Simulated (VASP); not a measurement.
These are G0W0 on PBE orbitals, VASP's PBE PAW potentials (set 64) (plane waves; VASP 6.6.1) values and carry that method's errors.

A VASP calculation is set up with these files.

**INCAR**
```
# general
SYSTEM     =CdSe
PREC       =Normal
ENCUT      =500   # plane-wave cut-off (eV)
LREAL      =.FALSE.
LASPH      =.TRUE.   # aspherical one-centre terms
NBANDS     =320

# electronic loop
ALGO       =EVGW0

# smearing
ISMEAR     =0   # Gaussian
SIGMA      =0.01

# functional
GGA        =PE   # PBE

# output
LWAVE      =.FALSE.
LCHARG     =.FALSE.

# other
NELMGW     =1
NOMEGA     =64
ENCUTGW    =200
NBANDSGW   =34
LSPECTRALGW=.TRUE.
```

KPOINTS:
```
Automatic mesh
0
Gamma
4 4 2
0 0 0
```

**POSCAR**
```
CdSe
1
    2.1500000000    -3.7239090000     0.0000000000
    2.1500000000     3.7239090000     0.0000000000
    0.0000000000     0.0000000000     7.0100000000
Cd Se
2 2
Direct
  0.6666670000   0.3333330000   0.5000000000
  0.3333330000   0.6666670000   0.0000000000
  0.6666670000   0.3333330000   0.8760000000
  0.3333330000   0.6666670000   0.3760000000
```

POTCAR, in this order: Cd_sv_GW Se_GW (PBE.64 set). Program: vasp_std. Read from the step before: WAVECAR, WAVEDER.

The resulting files:

File OSZICAR:
```
energies w=
    0.000    0.000    1.091    0.000    2.179    0.000    3.263    0.000
    4.340    0.000    5.409    0.000    6.467    0.000    7.514    0.000
    8.549    0.000    9.570    0.000   10.577    0.000   11.571    0.000
   12.552    0.000   13.520    0.000   14.475    0.000   15.420    0.000
   16.354    0.000   17.280    0.000   18.198    0.000   19.110    0.000
   20.018    0.000   20.923    0.000   21.827    0.000   22.732    0.000
   23.640    0.000   24.554    0.000   25.474    0.000   26.405    0.000
   27.348    0.000   28.306    0.000   29.281    0.000   30.278    0.000
   31.300    0.000   32.350    0.000   33.432    0.000   34.551    0.000
   35.713    0.000   36.923    0.000   38.187    0.000   39.513    0.000
   40.909    0.000   42.385    0.000   43.953    0.000   45.624    0.000
   47.414    0.000   49.342    0.000   51.428    0.000   53.698    0.000
   56.183    0.000   58.920    0.000   61.955    0.000   65.346    0.000
   69.165    0.000   73.505    0.000   78.486    0.000   84.266    0.000
   91.059    0.000   99.160    0.000  108.989    0.000  121.162    0.000
  136.624    0.000  156.898    0.000  184.611    0.000  224.715    0.000
NQ=   1    0.0000    0.0000    0.0000,
 performed        663000 updates of chi_q(r,r)
NQ=   2    0.2500    0.0000    0.0000,
 performed       1717000 updates of chi_q(r,r)
NQ=   3    0.5000    0.0000    0.0000,
 performed       2641000 updates of chi_q(r,r)
NQ=   4    0.2500    0.2500    0.0000,
 performed       3826000 updates of chi_q(r,r)
NQ=   5    0.0000    0.0000    0.5000,
 performed       4489000 updates of chi_q(r,r)
NQ=   6    0.2500    0.0000    0.5000,
 performed       5543000 updates of chi_q(r,r)
NQ=   7    0.5000    0.0000    0.5000,
 performed       6467000 updates of chi_q(r,r)
NQ=   8    0.2500    0.2500    0.5000,
 performed       7652000 updates of chi_q(r,r)
 resolving degeneracies of screened two electron integrals
```

File OUTCAR:
```


 k-point   1 :       0.0000    0.0000    0.0000
  band No.  KS-energies  QP-energies   sigma(KS)   V_xc(KS)     V^pw_x(r,r')   Z            occupation Imag(sigma)

      1     -99.3291    -103.6773     -38.5613     -32.0296     -55.4566       0.6657       2.0000       3.5361
      2     -99.3291    -103.6773     -38.5613     -32.0296     -55.4566       0.6657       2.0000       3.5361
      3     -60.3986     -63.6406     -35.5410     -31.0019     -48.9960       0.7142       2.0000       3.7547
      4     -60.3986     -63.6406     -35.5410     -31.0019     -48.9960       0.7142       2.0000       3.7547
      5     -60.3986     -63.6406     -35.5410     -31.0019     -48.9960       0.7142       2.0000       3.7547
      6     -60.3986     -63.6406     -35.5410     -31.0019     -48.9960       0.7142       2.0000       3.7547
      7     -60.3986     -63.6406     -35.5410     -31.0019     -48.9960       0.7142       2.0000       3.7547
      8     -60.3986     -63.6406     -35.5410     -31.0019     -48.9960       0.7142       2.0000       3.7547
      9     -10.2656     -11.2317     -13.8680     -12.5132     -19.8491       0.7131       2.0000       1.8126
     10      -9.8827     -10.8382     -14.7016     -13.3678     -20.5835       0.7163       2.0000       1.6909
     11      -5.6035      -7.1617     -26.3411     -24.2217     -31.9637       0.7352       2.0000       0.7510
     12      -5.5974      -7.1543     -26.3485     -24.2307     -31.9728       0.7352       2.0000       0.7531
     13      -5.5974      -7.1543     -26.3485     -24.2307     -31.9728       0.7352       2.0000       0.7531
     14      -5.5292      -7.0894     -26.5573     -24.4380     -32.1793       0.7362       2.0000       0.7399
     15      -5.5292      -7.0894     -26.5573     -24.4380     -32.1793       0.7362       2.0000       0.7399
     16      -5.2654      -6.8389     -27.3334     -25.1995     -32.9357       0.7374       2.0000       0.6730
     17      -5.2654      -6.8389     -27.3334     -25.1995     -32.9357       0.7374       2.0000       0.6730
     18      -5.2024      -6.7816     -27.5441     -25.4140     -33.1694       0.7414       2.0000       0.6730
     19      -5.2024      -6.7816     -27.5441     -25.4140     -33.1694       0.7414       2.0000       0.6730
     20      -4.9294      -6.4479     -26.9986     -24.9504     -32.5421       0.7414       2.0000       0.7064
     21      -2.0539      -3.1604     -12.2393     -10.8019     -14.7508       0.7698       2.0000       0.6864
     22       1.5734       0.7091     -14.2294     -13.1144     -15.9612       0.7751       2.0000       0.3710
     23       1.5734       0.7091     -14.2294     -13.1144     -15.9612       0.7751       2.0000       0.3710
     24       2.2949       1.5097     -14.8044     -13.7967     -16.3643       0.7792       2.0000       0.3293
     25       2.3414       1.5599     -14.9543     -13.9490     -16.5283       0.7774       2.0000       0.3282
     26       2.3414       1.5599     -14.9543     -13.9490     -16.5283       0.7774       2.0000       0.3282
     27       2.9969       3.3097     -10.1104     -10.4967      -6.7344       0.8097       0.0000      -0.2793
     28       4.5279       4.9106     -10.1002     -10.5730      -6.4702       0.8096       0.0000      -0.3240
     29       8.1983       8.6166      -9.4489      -9.9678      -5.4527       0.8061       0.0000      -0.4316
     30       8.1983       8.6166      -9.4489      -9.9678      -5.4527       0.8061       0.0000      -0.4316
     31       8.4897       8.9323      -9.4396      -9.9895      -5.3479       0.8050       0.0000      -0.4468
     32       9.3577       9.8491      -9.6160     -10.2287      -5.3750       0.8019       0.0000      -0.4966
     33       9.3577       9.8491      -9.6160     -10.2287      -5.3750       0.8019       0.0000      -0.4966
     34      10.0508      10.3922      -9.0806      -9.5089      -4.5825       0.7973       0.0000      -0.6324

 k-point   2 :       0.2500    0.0000    0.0000
  band No.  KS-energies  QP-energies   sigma(KS)   V_xc(KS)     V^pw_x(r,r')   Z            occupation Imag(sigma)

      1     -99.3290    -103.7431     -38.5611     -32.0295     -55.4564       0.6758       2.0000       3.5362
      2     -99.3290    -103.7431     -38.5611     -32.0295     -55.4564       0.6758       2.0000       3.5362
      3     -60.3984     -63.6558     -35.5411     -31.0017     -48.9954       0.7176       2.0000       3.7543
      4     -60.3984     -63.6558     -35.5411     -31.0017     -48.9954       0.7176       2.0000       3.7543
      5     -60.3984     -63.6558     -35.5411     -31.0017     -48.9954       0.7176       2.0000       3.7543
      6     -60.3984     -63.6558     -35.5411     -31.0017     -48.9954       0.7176       2.0000       3.7543
      7     -60.3984     -63.6558     -35.5411     -31.0017     -48.9954       0.7176       2.0000       3.7543
      8     -60.3984     -63.6558     -35.5411     -31.0017     -48.9954       0.7176       2.0000       3.7543
      9     -10.0940     -11.0512     -14.1883     -12.8457     -20.1234       0.7130       2.0000       1.7615
     10      -9.8112     -10.7680     -14.8837     -13.5526     -20.7525       0.7187       2.0000       1.6678
     11      -5.5541      -7.1134     -26.4558     -24.3374     -32.0772       0.7361       2.0000       0.7451
     12      -5.5433      -7.1017     -26.5058     -24.3879     -32.1323       0.7359       2.0000       0.7453
     13      -5.4678      -7.0286     -26.3769     -24.2642     -31.9609       0.7387       2.0000       0.7410
     14      -5.4468      -7.0113     -26.8412     -24.7233     -32.4791       0.7387       2.0000       0.7306
     15      -5.4264      -6.9869     -26.4394     -24.3329     -32.0280       0.7408       2.0000       0.7415
     16      -5.2932      -6.8671     -27.2074     -25.0733     -32.8054       0.7375       2.0000       0.6791
     17      -5.2566      -6.8305     -27.3575     -25.2246     -32.9665       0.7380       2.0000       0.6748
     18      -5.2400      -6.8145     -27.3199     -25.1901     -32.9276       0.7393       2.0000       0.6799
     19      -5.1904      -6.7711     -27.5731     -25.4430     -33.1995       0.7420       2.0000       0.6713
     20      -4.8324      -6.3363     -26.9669     -24.9418     -32.4861       0.7426       2.0000       0.7061
     21      -1.7474      -2.8034     -12.6940     -11.3223     -15.0848       0.7698       2.0000       0.6397
     22      -0.1794      -1.1536     -13.0950     -11.8383     -15.0861       0.7752       2.0000       0.4743
     23       0.1986      -0.6811     -13.9153     -12.7815     -15.7174       0.7758       2.0000       0.4281
     24       0.9696       0.0535     -13.6153     -12.4308     -15.4505       0.7734       2.0000       0.4067
     25       1.8240       0.9961     -14.3258     -13.2581     -15.9547       0.7754       2.0000       0.3509
     26       1.9527       1.1317     -14.5646     -13.5058     -16.2067       0.7754       2.0000       0.3480
     27       4.9277       5.2915     -10.6997     -11.1536      -7.2174       0.8014       0.0000      -0.3198
     28       5.8098       6.2113     -10.1664     -10.6651      -6.4075       0.8049       0.0000      -0.3620
     29       7.4834       7.8245      -9.3095      -9.7337      -5.3755       0.8043       0.0000      -0.4277
     30       8.2468       8.6281      -9.3409      -9.8149      -5.3145       0.8046       0.0000      -0.4517
     31       8.7812       9.2322      -9.5346     -10.0958      -5.4092       0.8036       0.0000      -0.4664
     32       9.5000       9.7516      -8.8403      -9.1521      -4.7779       0.8069       0.0000      -0.5098
     33       9.7759      10.2595      -9.6169     -10.2200      -5.2575       0.8018       0.0000      -0.5398
     34      10.3084      10.6821      -9.2370      -9.7012      -4.9981       0.8051       0.0000      -0.5382

 k-point   3 :       0.5000    0.0000    0.0000
  band No.  KS-energies  QP-energies   sigma(KS)   V_xc(KS)     V^pw_x(r,r')   Z            occupation Imag(sigma)

      1     -99.3291    -103.7084     -38.5610     -32.0295     -55.4566       0.6705       2.0000       3.5364
      2     -99.3291    -103.7084     -38.5610     -32.0295     -55.4566       0.6705       2.0000       3.5364
      3     -60.3987     -63.6280     -35.5413     -31.0017     -48.9951       0.7113       2.0000       3.7540
      4     -60.3987     -63.6280     -35.5413     -31.0017     -48.9951       0.7113       2.0000       3.7540
      5     -60.3987     -63.6280     -35.5413     -31.0017     -48.9951       0.7113       2.0000       3.7540
      6     -60.3987     -63.6280     -35.5413     -31.0017     -48.9951       0.7113       2.0000       3.7540
      7     -60.3987     -63.6280     -35.5413     -31.0017     -48.9951       0.7113       2.0000       3.7540
      8     -60.3987     -63.6280     -35.5413     -31.0017     -48.9951       0.7113       2.0000       3.7540
      9      -9.8901     -10.8437     -14.6810     -13.3481     -20.5679       0.7154       2.0000       1.6929
     10      -9.7680     -10.7245     -14.9938     -13.6644     -20.8537       0.7195       2.0000       1.6543
     11      -5.5199      -7.0802     -26.4713     -24.3518     -32.0771       0.7362       2.0000       0.7391
     12      -5.5081      -7.0704     -26.5954     -24.4753     -32.2157       0.7369       2.0000       0.7367
     13      -5.3689      -6.9375     -27.1425     -25.0255     -32.7986       0.7409       2.0000       0.7210
     14      -5.3531      -6.9211     -27.1213     -25.0024     -32.7648       0.7400       2.0000       0.7158
     15      -5.3499      -6.9199     -26.8756     -24.7452     -32.4595       0.7370       2.0000       0.6984
     16      -5.2960      -6.8661     -27.1110     -24.9807     -32.7051       0.7370       2.0000       0.6858
     17      -5.2171      -6.7949     -27.5153     -25.3865     -33.1442       0.7412       2.0000       0.6759
     18      -5.1750      -6.7555     -27.6140     -25.4850     -33.2435       0.7423       2.0000       0.6698
     19      -4.9607      -6.4795     -26.9544     -24.9061     -32.4968       0.7415       2.0000       0.7103
     20      -4.8360      -6.3361     -26.6048     -24.5849     -32.0841       0.7427       2.0000       0.7141
     21      -1.8881      -2.9561     -12.9570     -11.5692     -15.4215       0.7695       2.0000       0.6511
     22      -1.3181      -2.3309     -13.2765     -11.9618     -15.5552       0.7704       2.0000       0.5826
     23      -0.3279      -1.3437     -12.6430     -11.3284     -14.7350       0.7727       2.0000       0.5072
     24       0.4743      -0.4847     -13.0860     -11.8423     -15.0233       0.7711       2.0000       0.4452
     25       1.0020       0.0924     -13.5421     -12.3707     -15.3061       0.7765       2.0000       0.3916
     26       1.5796       0.7180     -14.1855     -13.0736     -15.9127       0.7749       2.0000       0.3721
     27       5.5484       5.9781     -10.3145     -10.8497      -6.5700       0.8029       0.0000      -0.3544
     28       5.6645       5.9752      -9.7466     -10.1298      -6.1226       0.8108       0.0000      -0.3513
     29       7.1117       7.3336      -9.1869      -9.4618      -5.5728       0.8072       0.0000      -0.3915
...
```
(Selected blocks of OUTCAR.)

The mesh is coarse and the basis finite, so the quasiparticle values are not converged. VASP warned that its frequency grid is unfit for quasiparticle energies.

The compound is CdSe in the wurtzite structure. The cell was not relaxed at this level. The k-mesh is coarse (spacing up to 0.45 per Å, 2π included), so the numbers may not be converged in it.
